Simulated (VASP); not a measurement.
Given:

```xyz
2
Lattice="0.0000 2.4855 2.4855 2.4855 0.0000 2.4855 2.4855 2.4855 0.0000" Properties=species:S:1:pos:R:3 pbc="T T T"
Gd     0.0000     0.0000     0.0000
N      2.4855     2.4855     2.4855
```

Computed with optB88-vdW, VASP's PBE PAW potentials (set 64) (plane waves; VASP). Numerical set-up: 520 eV cut-off, 10×10×10 Γ-centred mesh, tetrahedra with Blöchl corrections, potentials Gd_3 N.

The 4f electrons are frozen in the core of the lanthanide potential, so 4f levels, which can set the real gap, and their magnetism are missing.

### Question
Predict the energy per atom (σ→0), band gap (on the k-mesh) with the smallest direct gap where there is one.

### Answer

```yaml
band gap (on the k-mesh): 0.01 eV
smallest direct gap (on the k-mesh): 0.26 eV
energy per atom (σ→0): -6.238 eV/atom
```

The compound is GdN in the rock salt structure. It was relaxed first.
